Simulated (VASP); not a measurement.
Molecule: FC2I2H3, in a box.

```
F C I H
1.0
    13.00000    0.00000    0.00000
     0.00000   13.00000    0.00000
     0.00000    0.00000   13.00000
F C I H
1 2 2 3
Direct
  0.44497 0.48088 0.62036
  0.51835 0.49528 0.54806
  0.47328 0.50314 0.44269
  0.62211 0.36435 0.55062
  0.37989 0.63888 0.42938
  0.56597 0.56076 0.56952
  0.53315 0.51038 0.38487
  0.42364 0.43805 0.42557
```

Program: VASP 6.6.1. Alike in all runs: task single point; no spin polarisation; cell as given; k mesh 1 × 1 × 1; smearing gaussian 0.01 eV.

Q: Order these runs on this cell by their band gap on the k mesh, lowest first.
A. level B3LYP+D3(BJ); potentials or basis VASP PAW PBE potentials, release 64 (F_h, C_h, I, H_h); cutoff (eV) 900; grid for exact exchange (PRECFOCK) Fast; exchange at q = 0 truncated
B. level RPBE; potentials or basis VASP PAW PBE potentials, release 64 (F, C, I, H); cutoff (eV) 520
C. level HSE06; potentials or basis VASP PAW PBE potentials, release 64 (F, C, I, H); cutoff (eV) 520; grid for exact exchange (PRECFOCK) Fast; screening parameter 0.2 1/A

A: B (3.85 eV), C (5.10 eV), A (5.36 eV).

Caveats: spin-orbit coupling is left out, which moves the levels of the heavy elements.

Runs at the PBE level aren't shown here.
